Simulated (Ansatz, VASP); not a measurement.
# Si83Ge37 (amorphous Si0.7Ge0.3) in two plane-wave programs

Wanted: the spread between two codes on one cell, functional and k mesh. Of the first pair: The structure shown is the start of the Ansatz relaxation below; VASP solves that cell, so the two are compared at the walk's first step.

Method: plane waves, with VASP 6.6.1 beside it; single point at PBE, in Ansatz 0.2.0.

## (1) Starting point

The cell holds 120 atoms: 83 Si and 37 Ge. Its edges and angles: a = 13.770 Å, b = 13.770 Å, c = 13.770 Å, α = 90.0°, β = 90.0°, γ = 90.0°. It derives from Si7Ge3 (amorphous Si0.7Ge0.3). As first built, before any earlier steps moved the atoms (in the runner's words): 120 atoms (84 Si, 36 Ge) placed at random at 3.16 g/cm^3, melted at 3500 K for 10 ps at fixed volume with the Tersoff potential (Tersoff, Phys. Rev. B 39, 5566 (1989)). Quenched from 3500 K to 700 K at 30 K/ps and fixed volume, held 5 ps, then minimised at fixed cell. Nearest the centre at fractional (0.207, 0.270, 0.292): Ge84 at 0.00 Å, Si60 at 2.35 Å, Si83 at 2.39 Å, Ge98 at 2.42 Å, Si63 at 2.44 Å, Si53 at 3.12 Å, Ge107 at 3.40 Å, Ge89 at 3.47 Å.

## (2) Ansatz: relaxation, PBE

Ansatz runs on its default PAW (the set named soft_2) files.

The two programs are compared at the cell with which this relaxation starts, whose forces are those of its first step.

File input.yaml:

```yaml
crystal:
  lattice:
    - [13.7704, 0.0, 0.0]
    - [0.0, 13.7704, 0.0]
    - [0.0, 0.0, 13.7704]
  atoms:
    - { symbol: Si, position: [0.05671, 0.99556, 0.87271] }
    - { symbol: Si, position: [0.83497, 0.35468, 0.50196] }
[... 6 atom lines left out ...]
    - { symbol: Si, position: [0.39319, 0.34221, 0.12327] }
[... 2 atom lines left out ...]
    - { symbol: Si, position: [0.07172, 0.57931, 0.10014] }
[... 2 atom lines left out ...]
    - { symbol: Si, position: [0.24364, 0.91485, 0.4635] }
[... 1 atom line left out ...]
    - { symbol: Si, position: [0.39732, 0.4695, 0.01047] }
    - { symbol: Si, position: [0.90137, 0.30206, 0.35408] }
[... 2 atom lines left out ...]
    - { symbol: Si, position: [0.21751, 0.00476, 0.31306] }
[... 4 atom lines left out ...]
    - { symbol: Si, position: [0.84073, 0.17508, 0.12527] }
    - { symbol: Si, position: [0.48983, 0.09799, 0.28222] }
    - { symbol: Si, position: [0.23234, 0.86244, 0.21931] }
[... 1 atom line left out ...]
    - { symbol: Si, position: [0.39865, 0.96656, 0.51004] }
[... 2 atom lines left out ...]
    - { symbol: Si, position: [0.28145, 0.23287, 0.04585] }
[... 2 atom lines left out ...]
    - { symbol: Si, position: [0.24937, 0.13448, 0.6219] }
[... 6 atom lines left out ...]
    - { symbol: Si, position: [0.11506, 0.61033, 0.25857] }
[... 1 atom line left out ...]
    - { symbol: Si, position: [0.00859, 0.10836, 0.13828] }
[... 3 atom lines left out ...]
    - { symbol: Si, position: [0.32751, 0.61593, 0.07157] }
[... 3 atom lines left out ...]
    - { symbol: Si, position: [0.19715, 0.3876, 0.48545] }
    - { symbol: Si, position: [0.09033, 0.3594, 0.68074] }
[... 5 atom lines left out ...]
    - { symbol: Si, position: [0.32053, 0.39542, 0.26924] }
[... 1 atom line left out ...]
    - { symbol: Si, position: [0.7888, 0.18816, 0.28935] }
    - { symbol: Si, position: [0.323, 0.14153, 0.32944] }
    - { symbol: Si, position: [0.55086, 0.18724, 0.53907] }
[... 1 atom line left out ...]
    - { symbol: Si, position: [0.34423, 0.50044, 0.52766] }
    - { symbol: Si, position: [0.98086, 0.54903, 0.34282] }
    - { symbol: Si, position: [0.98103, 0.36832, 0.95049] }
[... 12 atom lines left out ...]
    - { symbol: Si, position: [0.07972, 0.28118, 0.83918] }
    - { symbol: Si, position: [0.24571, 0.26702, 0.88286] }
    - { symbol: Si, position: [0.16929, 0.98142, 0.59893] }
    - { symbol: Si, position: [0.06501, 0.23182, 0.38486] }
[... 3 atom lines left out ...]
    - { symbol: Ge, position: [0.37781, 0.14584, 0.50134] }
    - { symbol: Ge, position: [0.05203, 0.07128, 0.30742] }
[... 2 atom lines left out ...]
    - { symbol: Ge, position: [0.95642, 0.14849, 0.62248] }
[... 2 atom lines left out ...]
    - { symbol: Ge, position: [0.28892, 0.56443, 0.23958] }
[... 2 atom lines left out ...]
    - { symbol: Ge, position: [0.13171, 0.24567, 0.13511] }
[... 1 atom line left out ...]
    - { symbol: Ge, position: [0.91727, 0.42828, 0.2292] }
[... 1 atom line left out ...]
    - { symbol: Ge, position: [0.56536, 0.29751, 0.12095] }
[... 1 atom line left out ...]
    - { symbol: Ge, position: [0.05068, 0.40357, 0.10706] }
    - { symbol: Ge, position: [0.61285, 0.2301, 0.28376] }
    - { symbol: Ge, position: [0.05049, 0.49967, 0.49317] }
    - { symbol: Ge, position: [0.39107, 0.35979, 0.42896] }
[... 3 atom lines left out ...]
    - { symbol: Ge, position: [0.1965, 0.50104, 0.64319] }
[... 1 atom line left out ...]
    - { symbol: Ge, position: [0.93231, 0.97014, 0.39604] }
    - { symbol: Ge, position: [0.28729, 0.07165, 0.10996] }
    - { symbol: Ge, position: [0.57497, 0.33468, 0.43016] }
[... 3 atom lines left out ...]
    - { symbol: Ge, position: [0.11285, 0.22964, 0.56165] }
    - { symbol: Ge, position: [0.46374, 0.03668, 0.11453] }
kpoints:
  mp_grid: { grid: [1, 1, 1] }
hamiltonian:
  xc: pbe
scf:
  occupations: { method: fermi_dirac, width: 0.05 }
output:
  forces: true
  eigenvalues: true
relax:
  f_tol: 0.05
  max_steps: 90
```

The run is started by

```sh
$ ansatz run input.yaml --threads 4 --pin off --max-ram 8192MiB --backend cpu --events-out ev --progress --plain --runs-dir out
```

Numbers of over 12 decimals in the logs are rounded to 6 here.

The log of the run:

```text
Engine: ansatz 0.2.0, aarch64-unknown-linux-gnu
Pseudopotentials: kind: paw
Pseudopotential: Si, paw, valence charge 4, recommended cutoff 420 eV (normal), Si.paw.azcp
Pseudopotential: Ge, paw, valence charge 14, recommended cutoff 420 eV (normal), Ge.paw.azcp
Functional definition: PBE
  parameter kappa = 0.804
  parameter beta = 0.066725
  exchange = pbe_x(kappa = kappa, mu = beta*pi^2/3)
  correlation = pbe_c(beta = beta)
Crystal: 120 atoms, lattice volume = 2611.197 Å³
Basis set: ecut = 420 eV, 50883 PW (Γ), exchange–correlation on 192×192×192 points (8 copies of the dense FFT grid, shifted against one another)
Bands: 545, of which v1, the nominal top of the filled ones, is band 425 counted from 1 (424 counted from 0)
Symmetry: 1 space group operations
Space group: P1 (ITA 1), of the structure as read, at distance tolerance 1.4e-4 Å
k-points: 1
Non-local potential: Si, projectors of the file, l = 0: 2, l = 1: 2, l = 2: 2
Non-local potential: Ge, projectors of the file, l = 0: 2, l = 1: 2, l = 2: 3, l = 3: 1
PAW form: soft (Blöchl's): semilocal exchange-correlation on the pseudo side does not see the compensation charge
PAW one-centre angular grid: Si, 110 points (default); XC on 64 Gauss nodes
PAW one-centre angular grid: Ge, 590 points (default); XC on 64 Gauss nodes
Initial density: superposition of atomic densities (neutral atoms: chi_scale 0, normalization atom), corrected by the library's trained network
Initial wavefunctions: pseudopotential atomic-orbital guess
Functional: x = pbe(κ = 0.804, μ = 0.219515), c = pbe(β = 0.066725)
SCF iter   1: F=—  HF=-211659.436670 eV  |F-HF|=—  |Δ(HF+E_count)|=         —  Δρ=3.16e-3  dr2=7.32e-1  ethr=1.77e-3  ⟨swp⟩=6.0  Hψ=2198  notcnv=0  defer=33
preconditioner: auto → LDOS  [insulator: Δε(μ)=0.169 eV  Ē_g=7.596 eV  σ=0.050 eV  W_gap=0.68  n_scr=484 (ndim 8)  ℏωp=15.9 eV  f_vac=0.020  D(μ)=15.51/eV (n_scr^D=56)  ε∞_Penn≈5.4  β→1.0]
SCF iter   2: F=—  HF=-211659.400055 eV  |F-HF|=—  |Δ(HF+E_count)|=   3.66e-2  Δρ=1.74e-3  dr2=3.94e-1  ethr=8.61e-5  ⟨swp⟩=3.0  Hψ=869  notcnv=0  defer=83
SCF iter   3: F=—  HF=-211659.327277 eV  |F-HF|=—  |Δ(HF+E_count)|=   7.28e-2  Δρ=5.96e-4  dr2=4.86e-2  ethr=4.63e-5  ⟨swp⟩=2.0  Hψ=706  notcnv=0  defer=83
SCF iter   4: F=—  HF=-211659.321164 eV  |F-HF|=—  |Δ(HF+E_count)|=   6.11e-3  Δρ=2.32e-4  dr2=4.84e-3  ethr=5.72e-6  ⟨swp⟩=2.0  Hψ=688  notcnv=0  defer=83
SCF iter   5: F=—  HF=-211659.320574 eV  |F-HF|=—  |Δ(HF+E_count)|=   5.90e-4  Δρ=1.06e-4  dr2=9.29e-4  ethr=5.69e-7  ⟨swp⟩=2.0  Hψ=673  notcnv=0  defer=83
SCF iter   6: F=—  HF=-211659.320496 eV  |F-HF|=—  |Δ(HF+E_count)|=   7.73e-5  Δρ=5.19e-5  dr2=2.42e-4  ethr=1.09e-7  ⟨swp⟩=2.0  Hψ=609  notcnv=0  defer=83
SCF iter   7: F=-211659.320441 eV  HF=-211659.320468 eV  |F-HF|=2.75e-5  |Δ(HF+E_count)|=   2.77e-5  Δρ=2.20e-5  dr2=3.74e-5  ethr=7.35e-9  ⟨swp⟩=11.0  Hψ=2671  notcnv=0
SCF 1 converged in 7 iterations: F = -211659.320441 eV  dr2 = 3.74e-5
  greatest PAW one-centre occupation: 0.998 electrons in one spin orbital (limit 2), on the Ge atom at site 97 (counted from 0), in its partial waves of l = 2
relax step   1: F+E_penalty+E_count = -211659.32044090 eV  Δ(F+E_penalty+E_count) = +0.000e0 eV  max|allowed force component| = 4.950e-1 eV/Å  Δτ_max = 0.0000 Å  (7 SCF iters, dr2 threshold 6.25e-5 eV, accepted)
Initial density: handed on by an earlier stage of this run
Initial wavefunctions: those handed on with the density
iter 1 solved again at ethr=1.99e-6 eV; its pass at ethr=3.10e-3 eV (dr2=1.69e-2 eV) is discarded
SCF iter   1: F=—  HF=-211659.375801 eV  |F-HF|=—  |Δ(HF+E_count)|=         —  Δρ=9.17e-4  dr2=1.74e-2  ethr=1.99e-6  ⟨swp⟩=3.0  Hψ=1528  notcnv=0  defer=83
preconditioner: auto → LDOS  [insulator: Δε(μ)=0.118 eV  Ē_g=7.594 eV  σ=0.050 eV  W_gap=0.52  n_scr=484 (ndim 8)  ℏωp=15.9 eV  f_vac=0.022  D(μ)=21.19/eV (n_scr^D=80)  ε∞_Penn≈5.4  β→1.0]
SCF iter   2: F=—  HF=-211659.377121 eV  |F-HF|=—  |Δ(HF+E_count)|=   1.32e-3  Δρ=3.06e-4  dr2=1.37e-2  ethr=1.99e-6  ⟨swp⟩=2.0  Hψ=872  notcnv=0  defer=83
SCF iter   3: F=—  HF=-211659.375737 eV  |F-HF|=—  |Δ(HF+E_count)|=   1.38e-3  Δρ=1.27e-4  dr2=2.40e-3  ethr=1.61e-6  ⟨swp⟩=2.0  Hψ=845  notcnv=0  defer=83
SCF iter   4: F=—  HF=-211659.375342 eV  |F-HF|=—  |Δ(HF+E_count)|=   3.95e-4  Δρ=3.73e-5  dr2=1.38e-4  ethr=2.83e-7  ⟨swp⟩=2.0  Hψ=845  notcnv=0  defer=83
SCF iter   5: F=-211659.375310 eV  HF=-211659.375315 eV  |F-HF|=5.19e-6  |Δ(HF+E_count)|=   2.66e-5  Δρ=9.72e-6  dr2=7.29e-6  ethr=1.80e-9  ⟨swp⟩=10.0  Hψ=2603  notcnv=0
SCF 2 converged in 5 iterations: F = -211659.375310 eV  dr2 = 7.29e-6
relax step   2: F+E_penalty+E_count = -211659.37531001 eV  Δ(F+E_penalty+E_count) = -5.487e-2 eV  max|allowed force component| = 1.013e-1 eV/Å  Δτ_max = 0.0668 Å  (5 SCF iters, dr2 threshold 1.53e-5 eV, accepted)
[...]
- { symbol: Si, position: [0.243673, 0.914195, 0.463836] }
    - { symbol: Si, position: [0.493245, 0.377832, 0.759825] }
    - { symbol: Si, position: [0.397176, 0.470242, 0.00974981] }
    - { symbol: Si, position: [0.900108, 0.302027, 0.354533] }
    - { symbol: Si, position: [0.180347, 0.753538, 0.462825] }
    - { symbol: Si, position: [0.771041, 0.726248, 0.807909] }
    - { symbol: Si, position: [0.217589, 0.00418314, 0.313726] }
    - { symbol: Si, position: [0.419564, 0.622681, 0.741822] }
    - { symbol: Si, position: [0.719502, 0.607733, 0.352092] }
    - { symbol: Si, position: [0.820968, 0.294855, 0.974705] }
    - { symbol: Si, position: [0.816020, 0.150829, 0.874371] }
    - { symbol: Si, position: [0.840408, 0.174581, 0.125253] }
    - { symbol: Si, position: [0.490915, 0.097290, 0.281980] }
    - { symbol: Si, position: [0.232346, 0.862225, 0.219617] }
    - { symbol: Si, position: [0.877821, 0.886063, 0.027206] }
    - { symbol: Si, position: [0.398773, 0.966239, 0.510119] }
    - { symbol: Si, position: [0.428062, 0.738256, 0.617483] }
    - { symbol: Si, position: [0.899088, 0.756718, 0.919253] }
    - { symbol: Si, position: [0.281768, 0.232764, 0.044895] }
    - { symbol: Si, position: [0.793190, 0.197896, 0.572925] }
    - { symbol: Si, position: [0.281820, 0.538214, 0.791230] }
    - { symbol: Si, position: [0.249381, 0.134279, 0.621771] }
    - { symbol: Si, position: [0.660184, 0.913803, 0.867249] }
    - { symbol: Si, position: [0.878019, 0.489776, 0.745561] }
[...]
- { symbol: Ge, position: [0.206088, 0.271189, 0.290870] }
[...]
- { symbol: Si, position: [0.943960, 0.816950, 0.310577] }
    - { symbol: Si, position: [0.162034, 0.847062, 0.063955] }
    - { symbol: Si, position: [0.329253, 0.672216, 0.491070] }
    - { symbol: Si, position: [0.746202, 0.874677, 0.726142] }
    - { symbol: Si, position: [0.079663, 0.281450, 0.839406] }
    - { symbol: Si, position: [0.245884, 0.267280, 0.882183] }
    - { symbol: Si, position: [0.169259, 0.981286, 0.598911] }
    - { symbol: Si, position: [0.062128, 0.230433, 0.386597] }
    - { symbol: Ge, position: [0.732780, 0.230750, 0.737150] }
    - { symbol: Ge, position: [0.992412, 0.982486, 0.568140] }
    - { symbol: Ge, position: [0.607990, 0.673406, 0.070703] }
    - { symbol: Ge, position: [0.378187, 0.145552, 0.501542] }
    - { symbol: Ge, position: [0.051851, 0.070812, 0.307561] }
    - { symbol: Ge, position: [0.922242, 0.604585, 0.00816143] }
    - { symbol: Ge, position: [0.407425, 0.667930, 0.334489] }
    - { symbol: Ge, position: [0.956170, 0.148338, 0.622878] }
    - { symbol: Ge, position: [0.142640, 0.613678, 0.859434] }
    - { symbol: Ge, position: [0.251207, 0.881930, 0.719318] }
    - { symbol: Ge, position: [0.289270, 0.565915, 0.239210] }
    - { symbol: Ge, position: [0.978646, 0.137618, 0.805027] }
    - { symbol: Ge, position: [0.874810, 0.680749, 0.401694] }
    - { symbol: Ge, position: [0.129799, 0.245034, 0.130236] }
    - { symbol: Ge, position: [0.746019, 0.656572, 0.184559] }
    - { symbol: Ge, position: [0.916787, 0.427842, 0.229259] }
    - { symbol: Ge, position: [0.136979, 0.741953, 0.736439] }
    - { symbol: Ge, position: [0.565251, 0.297564, 0.120443] }
    - { symbol: Ge, position: [0.555395, 0.217365, 0.717153] }
    - { symbol: Ge, position: [0.049786, 0.403971, 0.106671] }
    - { symbol: Ge, position: [0.612589, 0.230423, 0.283600] }
    - { symbol: Ge, position: [0.050059, 0.498739, 0.492423] }
    - { symbol: Ge, position: [0.391554, 0.360062, 0.429090] }
[...]
- { symbol: Ge, position: [0.932021, 0.969661, 0.395819] }
    - { symbol: Ge, position: [0.287258, 0.071908, 0.110322] }
    - { symbol: Ge, position: [0.575069, 0.334766, 0.430467] }
    - { symbol: Ge, position: [0.898395, 0.708109, 0.581567] }
    - { symbol: Ge, position: [0.441611, 0.903470, 0.672971] }
    - { symbol: Ge, position: [0.582725, 0.729895, 0.536694] }
    - { symbol: Ge, position: [0.112566, 0.229517, 0.562563] }
    - { symbol: Ge, position: [0.463766, 0.036642, 0.114383] }
```

## (3) VASP: single point, PBE, start cell, pair 1

The same cell, functional, mesh and smearing now go to VASP, with its own data sets.

Lines of VASP's logs that name or quote its potential files are left out, and so is its time.

File INCAR:

```
SYSTEM = Si83Ge37
PREC = Accurate
ENCUT = 410
EDIFF = 1E-06
NELM = 120
ISMEAR = -1
SIGMA = 0.05
LREAL = Auto
ALGO = Normal
GGA = PE
NBANDS = 512
LORBIT = 11
LWAVE = .FALSE.
LCHARG = .FALSE.
ISIF = 2
LASPH = .TRUE.
GGA_COMPAT = .FALSE.
EFERMI = MIDGAP
NCORE = 4
```

File POSCAR:

```
Si83Ge37
1.0
   13.7704000000      0.0000000000      0.0000000000
    0.0000000000     13.7704000000      0.0000000000
    0.0000000000      0.0000000000     13.7704000000
Si Ge
83 37
Direct
    0.0567085923      0.9955629466      0.8727124847
    0.8349721141      0.3546810550      0.5019607274
[... 6 atom lines left out ...]
    0.3931911927      0.3422122814      0.1232716551
[... 2 atom lines left out ...]
    0.0717190496      0.5793077906      0.1001423343
[... 2 atom lines left out ...]
    0.2436385290      0.9148463371      0.4635014233
[... 1 atom line left out ...]
    0.3973232441      0.4694997967      0.0104717365
    0.9013681520      0.3020609423      0.3540783129
[... 2 atom lines left out ...]
    0.2175100215      0.0047565793      0.3130628014
[... 4 atom lines left out ...]
    0.8407308430      0.1750784291      0.1252686923
    0.4898332656      0.0979927961      0.2822212862
    0.2323389299      0.8624368210      0.2193109859
[... 1 atom line left out ...]
    0.3986521815      0.9665587056      0.5100432812
[... 2 atom lines left out ...]
    0.2814515192      0.2328690525      0.0458519723
[... 2 atom lines left out ...]
    0.2493682101      0.1344768489      0.6218991460
[... 6 atom lines left out ...]
    0.1150583861      0.6103308546      0.2585691047
[... 1 atom line left out ...]
    0.0085908906      0.1083628653      0.1382821124
[... 3 atom lines left out ...]
    0.3275068262      0.6159298205      0.0715665485
[... 3 atom lines left out ...]
    0.1971475048      0.3875994888      0.4854470458
    0.0903314355      0.3594013246      0.6807427526
[... 5 atom lines left out ...]
    0.3205280892      0.3954206123      0.2692369140
[... 1 atom line left out ...]
    0.7888006158      0.1881572068      0.2893525243
    0.3229971533      0.1415282054      0.3294385058
    0.5508627200      0.1872422007      0.5390693081
[... 1 atom line left out ...]
    0.3442311044      0.5004429791      0.5276607796
    0.9808574914      0.5490327078      0.3428222855
    0.9810317783      0.3683190031      0.9504880033
[... 12 atom lines left out ...]
    0.2457081857      0.2670220182      0.8828574333
    0.1692906524      0.9814166618      0.5989295881
    0.0650090048      0.2318233312      0.3848617324
    0.2067986406      0.2698396561      0.2918578981
[... 3 atom lines left out ...]
    0.3778103759      0.1458418056      0.5013434613
    0.0520318945      0.0712833324      0.3074202638
[... 2 atom lines left out ...]
    0.9564210190      0.1484924185      0.6224801022
[... 2 atom lines left out ...]
    0.2889168071      0.5644280486      0.2395790972
[... 2 atom lines left out ...]
    0.1317100447      0.2456718759      0.1351086388
[... 1 atom line left out ...]
    0.9172718294      0.4282809504      0.2292017661
[... 1 atom line left out ...]
    0.5653575786      0.2975076977      0.1209478301
[... 1 atom line left out ...]
    0.0506811712      0.4035685238      0.1070629757
    0.6128507523      0.2301022483      0.2837608203
    0.0504923604      0.4996732121      0.4931665021
    0.3910707024      0.3597934701      0.4289635740
[... 3 atom lines left out ...]
    0.1965011910      0.5010384593      0.6431911927
[... 1 atom line left out ...]
    0.9323113345      0.9701388485      0.3960378783
    0.2872901296      0.0716464300      0.1099604950
    0.5749724046      0.3346816360      0.4301617963
[... 3 atom lines left out ...]
    0.1128507523      0.2296374833      0.5616467205
    0.4637410678      0.0366801255      0.1145282635
```

File KPOINTS:

```
Automatic mesh
0
Gamma
1 1 1
0 0 0
```

Potentials, in the order of the species: Si and Ge_d (PBE family, release 64).

The run is started by

```sh
$ mpirun -np 16 vasp_gam
```

The log of the run:

```text
[banner, memory and clock lines left out]
running   16 mpi-ranks, on    1 nodes
[...]
LDA part: xc-table for (Slater+PW92), standard interpolation
 POSCAR, INCAR and KPOINTS ok, starting setup
[...]
entering main loop
       N       E                     dE             d eps       ncg     rms          rms(c)
DAV:   1     0.155127002318E+05    0.15513E+05   -0.27192E+05  1200   0.302E+03
DAV:   2     0.292276216323E+04   -0.12590E+05   -0.12209E+05  1024   0.813E+02
DAV:   3    -0.115881964172E+03   -0.30386E+04   -0.28527E+04  1160   0.248E+02
DAV:   4    -0.574231305374E+03   -0.45835E+03   -0.43602E+03  1272   0.982E+01
[...]
DAV:  18    -0.590118178822E+03   -0.33975E-05   -0.12943E-05  1152   0.166E-02    0.351E-03
DAV:  19    -0.590118180301E+03   -0.14792E-05   -0.54505E-06   872   0.860E-03    0.156E-03
DAV:  20    -0.590118180981E+03   -0.68014E-06   -0.22677E-06   776   0.652E-03
   1 F= -.59011818E+03 E0= -.59003214E+03  d E =-.172083E+00
```

Parts of OUTCAR (step 3):

```text
  FREE ENERGIE OF THE ION-ELECTRON SYSTEM (eV)
  ---------------------------------------------------
  free  energy   TOTEN  =      -590.1181809815 eV

  energy  without entropy=     -589.9460979242  energy(sigma->0) =     -590.03213945
```

The run ends at a pressure of -0.53 GPa, with forces up to 0.55 eV/Å.

## (4) Differences

Known differences besides the potentials themselves: the cutoff is 420 eV in Ansatz and 410 eV in VASP (PREC = Accurate, projectors in real space). Total energies have different zeros and are not compared.

Forces on 9 of the 120 atoms, those with the largest forces and the largest differences (eV/Å; atoms numbered as in POSCAR):

| atom | Ansatz x, y, z | VASP x, y, z |
| --- | --- | --- |
| Si53 | -0.027, 0.041, 0.097 | -0.028, 0.046, 0.100 |
| Si60 | 0.373, 0.375, -0.053 | 0.371, 0.370, -0.053 |
| Si63 | 0.292, -0.347, 0.104 | 0.291, -0.348, 0.107 |
| Si83 | -0.383, -0.141, 0.247 | -0.382, -0.144, 0.244 |
| Ge84 | -0.064, 0.113, 0.101 | -0.063, 0.114, 0.100 |
| Ge87 | -0.022, 0.007, -0.032 | -0.027, 0.011, -0.038 |
| Ge94 | 0.009, 0.001, 0.006 | 0.005, 0.009, 0.009 |
| Ge98 | -0.225, -0.072, -0.495 | -0.218, -0.070, -0.496 |
| Ge106 | -0.011, -0.017, -0.040 | -0.020, -0.023, -0.045 |

The forces differ by 2.8 meV/Å r.m.s., which is 5.1 % of the r.m.s. force of 0.055 eV/Å (both taken over all components).

## (5) Ansatz: relaxation, PBE

This run makes the geometry at which the two programs are then compared.

The structure compared here is the end of the Ansatz relaxation.

input.yaml is that of step 2.

The run is started by

```sh
$ ansatz run input.yaml --threads 4 --pin off --max-ram 8192MiB --backend cpu --events-out ev --progress --plain --runs-dir out
```

The log of the run:

```text
[...]
Crystal: 120 atoms, lattice volume = 2611.197 Å³
Basis set: ecut = 420 eV, 50883 PW (Γ), exchange–correlation on 192×192×192 points (8 copies of the dense FFT grid, shifted against one another)
Bands: 545, of which v1, the nominal top of the filled ones, is band 425 counted from 1 (424 counted from 0)
Symmetry: 1 space group operations
[...]
k-points: 1
[...]
- { symbol: Ge, position: [0.992412, 0.982486, 0.568140] }
    - { symbol: Ge, position: [0.607990, 0.673406, 0.070703] }
    - { symbol: Ge, position: [0.378187, 0.145552, 0.501542] }
    - { symbol: Ge, position: [0.051851, 0.070812, 0.307561] }
    - { symbol: Ge, position: [0.922242, 0.604585, 0.00816143] }
    - { symbol: Ge, position: [0.407425, 0.667930, 0.334489] }
[...]
- { symbol: Ge, position: [0.441611, 0.903470, 0.672971] }
    - { symbol: Ge, position: [0.582725, 0.729895, 0.536694] }
    - { symbol: Ge, position: [0.112566, 0.229517, 0.562563] }
    - { symbol: Ge, position: [0.463766, 0.036642, 0.114383] }
```

(Continued in part 2 of 2.)

[Lines on the potential files, build, host, timing and source positions are cut from VASP's logs without a mark.]

[Logs are printed without paths, hosts, clocks, repeated set-up lines and the standing remarks that a program may print on its own settings, such as how far it seeks lower states.]

[Hosts, paths, dates, database ids (printed as entryN), source tags and the programs' standing remarks are cut or masked in the printed files.]
